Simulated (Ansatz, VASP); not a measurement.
## W (Tungsten) in two plane-wave programs

One calculation is typed for both programs; each brings its own data sets. How far apart do they land? The cell is taken from a series of runs on this material, whose earlier steps may have relaxed, scaled, displaced or heated it; both programs get it as it stands. Valence electrons are named where the data sets of a main pair hold unlike numbers.

Calculated with Ansatz 0.2.0; plane waves, with VASP 6.6.1 beside it; single point at PBEsol.

## (1) Starting point

It takes space group Im-3m (No. 229, cubic). Conventional cell: a = 3.165 Å, b = 3.165 Å, c = 3.165 Å, α = 90.00°, β = 90.00°, γ = 90.00°. Nearest to W lie 8 W at 2.74 Å.

Coordinates:

```xyz
1
Lattice="-1.5823 1.5823 1.5823 1.5823 -1.5823 1.5823 1.5823 1.5823 -1.5823" Properties=species:S:1:pos:R:3 pbc="T T T"
W     0.0000    0.0000    0.0000
```

## (2) VASP: single point, PBEsol

A single point gives forces, pressure and levels at one fixed geometry, so differences don't come from the geometry; what else differs is listed under the comparison.

Lines of VASP's logs that name or quote its potential files are left out, and so is its time.

File INCAR:

```
SYSTEM = W
PREC = Accurate
ENCUT = 520
EDIFF = 1E-06
NELM = 100
ISMEAR = -1
SIGMA = 0.05
LREAL = .FALSE.
ALGO = Normal
GGA = PS
NBANDS = 13
LORBIT = 11
LWAVE = .FALSE.
LCHARG = .FALSE.
KPAR = 2
ISIF = 2
```

File POSCAR:

```
W
1.0
   -1.5823450000      1.5823450000      1.5823450000
    1.5823450000     -1.5823450000      1.5823450000
    1.5823450000      1.5823450000     -1.5823450000
W
1
Direct
    0.0000000000      0.0000000000      0.0000000000
```

File KPOINTS:

```
Automatic mesh
0
Gamma
12 12 12
0 0 0
```

PAW data sets: W_sv_GW (PBE family, release 64).

The run is started by

```sh
$ mpirun -np 2 vasp_std
```

Numbers of over 12 decimals in the logs are rounded to 6 here.

Log:

```text
[banner, memory and clock lines left out]
running    2 mpi-ranks, on    1 nodes
 distrk:  each k-point on    1 cores,    2 groups
 distr:  one band on    1 cores,    1 groups

 POSCAR found type information on POSCAR W
 POSCAR found :  1 types and       1 ions
|                                                                             |
|               ----> ADVICE to this user running VASP <----                  |
|                                                                             |
|     You enforced a specific xc type in the INCAR file but a different       |
|     [... a line on the potential file left out ...]
|     I HOPE YOU KNOW WHAT YOU ARE DOING!                                     |
|                                                                             |

 LDA part: xc-table for (Slater+PW92), standard interpolation
 POSCAR, INCAR and KPOINTS ok, starting setup
 FFT: planning ... GRIDC
 FFT: planning ... GRID_SOFT
 FFT: planning ... GRID
 WAVECAR not read
 entering main loop
       N       E                     dE             d eps       ncg     rms          rms(c)
DAV:   1     0.734481134487E+02    0.73448E+02   -0.92328E+03  1912   0.112E+03
DAV:   2    -0.148573732872E+02   -0.88305E+02   -0.83992E+02  2410   0.283E+02
DAV:   3    -0.169552586542E+02   -0.20979E+01   -0.20896E+01  2152   0.405E+01
DAV:   4    -0.169625194301E+02   -0.72608E-02   -0.72606E-02  2157   0.303E+00
DAV:   5    -0.169625921807E+02   -0.72751E-04   -0.72751E-04  2117   0.221E-01    0.944E+01
DAV:   6    -0.160862899384E+02    0.87630E+00   -0.80119E-01  1932   0.842E+00    0.604E+01
DAV:   7    -0.159546649662E+02    0.13162E+00   -0.97164E-01  2052   0.889E+00    0.699E+00
DAV:   8    -0.158923186205E+02    0.62346E-01   -0.18966E-01  1902   0.425E+00    0.207E+00
DAV:   9    -0.158919519418E+02    0.36668E-03   -0.18217E-03  2052   0.413E-01    0.731E-01
DAV:  10    -0.158917794254E+02    0.17252E-03   -0.92173E-04  2002   0.306E-01    0.145E-01
DAV:  11    -0.158917470875E+02    0.32338E-04   -0.11097E-04  1972   0.109E-01    0.243E-02
DAV:  12    -0.158917461553E+02    0.93212E-06   -0.15781E-06  1851   0.146E-02
   1 F= -.15891746E+02 E0= -.15889261E+02  d E =-.496990E-02
```

From OUTCAR (step 2):

```text
ion  position               nearest neighbor table
   1  0.000  0.000  0.000-

  LATTYP: Found a body centered cubic cell.
 ALAT       =     3.1646900000

 Subroutine GETGRP returns: Found 48 space group operations
 (whereof 48 operations were pure point group operations)

The static configuration has the point symmetry O_h .

 Found     72 irreducible k-points:

   k-points           NKPTS =     72   k-points in BZ     NKDIM =     72   number of bands    NBANDS=     13

   dimension x,y,z NGX =    20 NGY =   20 NGZ =   20
   dimension x,y,z NGXF=    40 NGYF=   40 NGZF=   40

   ENCUT  =  520.0 eV  38.22 Ry    6.18 a.u.   5.10  5.10  5.10*2*pi/ulx,y,z

   NELECT =      14.0000    total number of electrons

 k-points in reciprocal lattice and weights: Automatic mesh
   0.00000000  0.00000000  0.00000000       0.001
   0.08333333  0.00000000  0.00000000       0.007
   0.16666667  0.00000000  0.00000000       0.007
   0.25000000  0.00000000  0.00000000       0.007
   0.33333333  0.00000000  0.00000000       0.007
   0.41666667  0.00000000  0.00000000       0.007
   0.50000000  0.00000000  0.00000000       0.003
   0.08333333  0.08333333  0.00000000       0.014
   0.16666667  0.08333333  0.00000000       0.028
[...]
0.50000000  0.50000000  0.41666667       0.007
   0.50000000  0.50000000  0.50000000       0.001

 average (electrostatic) potential at core
       1 -83.9755

 E-fermi :  12.3748

 k-point     1 :       0.0000    0.0000    0.0000
  band No.  band energies     occupation
    ...
      4     -25.2579      2.00000
      5       2.8126      2.00000
      6      11.2193      2.00000
      7      11.2193      2.00000
      8      11.2193      2.00000
      9      14.6806      0.00000
     10      14.6806      0.00000
     11      26.9680      0.00000
     12      26.9680      0.00000
     13      26.9680      0.00000

 k-point     2 :       0.0833    0.0000    0.0000
  band No.  band energies     occupation
    ...
      4     -25.2581      2.00000
      5       3.1469      2.00000
      6      11.0195      2.00000
      7      11.1687      2.00000
      8      11.5450      2.00000
      9      14.3812      0.00000
     10      14.6858      0.00000
     11      27.2422      0.00000
     12      27.5296      0.00000
     13      27.7603      0.00000

 k-point     3 :       0.1667    0.0000    0.0000
  band No.  band energies     occupation
    ...
      3     -25.3654      2.00000
      4     -25.2592      2.00000
      5       4.0606      2.00000
      6      10.5166      2.00000
      7      10.9169      2.00000
      8      12.4965      0.16138
      9      13.9889      0.00000
     10      14.7324      0.00000
     11      27.7034      0.00000
     12      29.1097      0.00000
    ...

  Total       -0.4900633     -0.4900633     -0.4900633     -0.0000000      0.0000000     -0.0000000
  in kB      -49.5449270    -49.5449270    -49.5449270     -0.0000000      0.0000000     -0.0000000
  external PRESSURE =     -49.5449270 kB  Pullay stress =       0.0000000 kB

  energy-cutoff  :      520.00
  volume of cell :       15.85
      direct lattice vectors                 reciprocal lattice vectors
    -1.582345000  1.582345000  1.582345000     0.000000000  0.315986716  0.315986716
     1.582345000 -1.582345000  1.582345000     0.315986716  0.000000000  0.315986716
     1.582345000  1.582345000 -1.582345000     0.315986716  0.315986716  0.000000000

 POSITION                                       TOTAL-FORCE (eV/Angst)
 -----------------------------------------------------------------------------------
      0.00000      0.00000      0.00000         0.000000      0.000000      0.000000
 -----------------------------------------------------------------------------------
    total drift:                                0.000000      0.000000     -0.000000

  FREE ENERGIE OF THE ION-ELECTRON SYSTEM (eV)
  ---------------------------------------------------
  free  energy   TOTEN  =       -15.8917461553 eV

  energy  without entropy=      -15.8867762509  energy(sigma->0) =      -15.88926120

 total charge
# of ion       s       p       d       f       tot
--------------------------------------------------
    1        3.264   6.023   3.033   0.039  12.359

[... 3 further parts left out ...]
```

The PAW data sets were made with PBE, which is usual practice but a small mismatch for other functionals.

## (3) Ansatz: single point, PBEsol

Ansatz runs on its default PAW (the set named soft_2) files.

The same cell, functional, mesh and smearing now go to Ansatz, which takes its cutoff from its data sets.

File input.yaml:

```yaml
crystal:
  lattice:
    - [-1.582345, 1.582345, 1.582345]
    - [1.582345, -1.582345, 1.582345]
    - [1.582345, 1.582345, -1.582345]
  atoms:
    - { symbol: W, position: [0.0, 0.0, 0.0] }
hamiltonian:
  xc: pbesol
  pseudopotentials: { kind: paw }
kpoints:
  mp_grid: { grid: [12, 12, 12] }
scf:
  occupations: { method: fermi_dirac, width: 0.05 }
  n_extra_bands: 4
output:
  forces: true
  stress: true
  eigenvalues: true
```

The run is started by

```sh
$ ansatz run input.yaml --threads 2 --pin off --max-ram 4608MiB --backend cpu --events-out ev --progress --plain --runs-dir out
```

Log:

```text
scf.n_extra_bands = 4 over 7 filled bands (N_el = 14.0): the run solves 11 bands
Engine: ansatz 0.2.0, aarch64-unknown-linux-gnu
Pseudopotentials: kind: paw
Pseudopotential: W, paw, valence charge 14, recommended cutoff 420 eV (normal), W.paw.azcp
Functional definition: PBEsol
  exchange = pbesol_x
  correlation = pbesol_c
Crystal: 1 atoms, lattice volume = 15.848 Å³
Basis set: ecut = 420 eV, 321 PW (Γ), exchange–correlation on 40×40×40 points (8 copies of the dense FFT grid, shifted against one another)
Bands: 11, of which v1, the nominal top of the filled ones, is band 7 counted from 1 (6 counted from 0)
Symmetry: 48 space group operations
Space group: Im-3m (ITA 229), of the structure as read, at distance tolerance 2.5e-5 Å
k-points: 72 of 1728
Non-local potential: W, projectors of the file, l = 0: 3, l = 1: 2, l = 2: 2, l = 3: 1
PAW form: soft (Blöchl's): semilocal exchange-correlation on the pseudo side does not see the compensation charge
PAW frozen core: W, regenerated for the run's functional, and the local potential with it (the file was generated under x = pbe(κ = 0.804, μ = 0.219515), c = pbe(β = 0.066725))
PAW one-centre angular grid: W, 590 points (default); XC on 64 Gauss nodes
Initial density: superposition of atomic densities (neutral atoms: chi_scale 0, normalization atom), corrected by the library's trained network
Initial wavefunctions: pseudopotential atomic-orbital guess
Functional: x = pbesol(κ = 0.804, μ = 0.123457), c = pbesol(β = 0.046)
SCF iter   1: F=—  HF=-10256.566395 eV  |F-HF|=—  |Δ(HF+E_count)|=         —  Δρ=1.83e-3  dr2=8.81e-5  ethr=1.77e-3  ⟨swp⟩=5.0  Hψ=4222  notcnv=0
preconditioner: auto → none  [metal: Δε(μ)=0.035 eV  Ē_g=9.061 eV  σ=0.050 eV  W_gap=0.17  n_scr=0 (ndim 8)  ℏωp=22.8 eV  f_vac=0.000  D(μ)=0.65/eV (n_scr^D=0)]
SCF iter   2: F=—  HF=-10256.566228 eV  |F-HF|=—  |Δ(HF+E_count)|=   1.67e-4  Δρ=9.80e-4  dr2=3.01e-5  ethr=6.29e-7  ⟨swp⟩=2.2  Hψ=1834  notcnv=0
SCF iter   3: F=—  HF=-10256.566263 eV  |F-HF|=—  |Δ(HF+E_count)|=   3.47e-5  Δρ=2.55e-4  dr2=5.22e-6  ethr=2.15e-7  ⟨swp⟩=2.0  Hψ=1171  notcnv=0
SCF iter   4: F=—  HF=-10256.566262 eV  |F-HF|=—  |Δ(HF+E_count)|=   3.15e-7  Δρ=7.38e-5  dr2=6.97e-7  ethr=3.73e-8  ⟨swp⟩=2.5  Hψ=1061  notcnv=0
iter 5 did not close the SCF: its close was put off for the readings that it lacked (scf_convergence_deferred on its scf_iter line)
SCF iter   5: F=-10256.566262 eV  HF=-10256.566262 eV  |F-HF|=8.34e-8  |Δ(HF+E_count)|=   2.81e-7  Δρ=2.94e-5  dr2=9.91e-8  ethr=4.98e-9  ⟨swp⟩=2.9  Hψ=1252  notcnv=0
SCF iter   6: F=-10256.566262 eV  HF=-10256.566262 eV  |F-HF|=9.09e-12  |Δ(HF+E_count)|=   4.69e-8  Δρ=6.18e-7  dr2=1.31e-11  ethr=7.08e-10  ⟨swp⟩=2.6  Hψ=2911  notcnv=0
SCF 1 converged in 6 iterations: F = -10256.566262 eV  dr2 = 1.31e-11
  greatest PAW one-centre occupation: 1.000 electrons in one spin orbital (limit 2), on the W atom at site 0 (counted from 0), in its partial waves of l = 0
SCF converged after 6 iterations
Free energy (F): -10256.566262 eV
Harris-Foulkes:  -10256.566262 eV  (|F-HF|=9.09e-12)
Internal energy: -10256.561248 eV  (E = F + TS)
E sigma→0 (E₀):  -10256.563755 eV
Entropy (-TS):   -0.005014 eV (-5.014 meV/atom)
Fermi energy:    22.372305 eV
--- Per-component energies (eV) ---
  E_band       = -83.503528
  E_kinetic    = 450.223292
  E_local      = -600.905548  (includes V_loc(G=0)·N_el)
  E_nonlocal   = 2.950644
  E_hartree    = 214.998681
  E_xc         = -265.255178
  E_vxc        = -238.676181  (∫ρ·V_xc dr)
  E_paw        = -8436.026193  (= ΣΔE_a)
  E_vpaw       = -127.093052  (= ΣTr[D̂ρ^β])
  E_aug_tail   = -0.000061  (compensation charges beyond the density's cutoff)
  E_ewald      = -1622.768677
  E_core_change = 0.221792  (= ΣΔE_core)
  E_smearing   = -0.005014  (= −TS)
  E_closure    = 0.000000  (closes the sum)
  Σ components = -10256.566262   (vs F -10256.566262, Δ=0.00e0)
--- Forces (eV/Å), atoms counted from 1 ---
  atom   1  W     -0.00000000     0.00000000     0.00000000
  max |Σ_I F_I| component: 1.17e-31 eV/Å
--- Stress (GPa, compression-positive) ---
       -3.013162       0.000000      -0.000000
        0.000000      -3.013162      -0.000000
       -0.000000       0.000000      -3.013162
  P = ⅓ Tr σ = -3.0132 GPa (-30.132 kbar)
--- Band table (eV; the first three rows and the last of 72) ---
  k-point 0: bands = [... 3 lower, -15.2172, 12.8125, 21.2118, 21.2118, 21.2118, 24.6792, 24.6792, 36.9789]
  k-point 1: bands = [... 3 lower, -15.2177, 13.1469, 21.0117, 21.1611, 21.5376, 24.3793, 24.6844, 37.2530]
  k-point 2: bands = [... 3 lower, -15.2190, 14.0607, 20.5085, 20.9098, 22.4905, 23.9863, 24.7314, 37.7132]
  k-point 71: bands = [... 3 lower, -16.1255, 16.5989, 16.5989, 27.6257, 27.6257, 27.6257, 30.7064, 30.7064]
```

Reading the cycles: dr2 is the Hartree energy of the density residual (eV), the measure of convergence; HF is the Harris–Foulkes estimate of the energy, which meets the free energy F at convergence.

The run ends at a pressure of -3.01 GPa.

## (4) Comparison

Known differences besides the potentials themselves: the cutoff is 420 eV in Ansatz and 520 eV in VASP; Ansatz makes its cores anew for this functional, VASP keeps those of its PBE data sets; VASP leaves aspherical gradient terms in its spheres out (LASPH is not set), Ansatz keeps them. Total energies have different zeros and are not compared.

Compared:

```csv
quantity,Ansatz,VASP,difference
pressure (GPa),-3.01,-4.95,+1.94
pressure without Ansatz's Pulay correction (GPa),-3.07,-4.95,+1.88
```

Ansatz's pressure holds a Pulay correction of 0.06 GPa; VASP's holds none.

## (5) What came out

```json
{
  "difference in pressure (single point, PBEsol)": "1.9 GPa"
}
```

What this shows: The difference in pressure is 1.9 GPa (single point, PBEsol), beyond the 1 GPa picked in this series as the mark of a large difference. What causes the difference of the single point, PBEsol pair stays open here. Such differences can come from data sets, numerical settings and the points named under the comparisons, not from the functional's error against experiment.

[Lines on the potential files, build, host, timing and source positions are cut from VASP's logs without a mark.]

[Logs are printed without paths, hosts, clocks, repeated set-up lines and the standing remarks that a program may print on its own settings, such as how far it seeks lower states.]

[Hosts, paths, dates, database ids (printed as entryN), source tags and the programs' standing remarks are cut or masked in the printed files.]
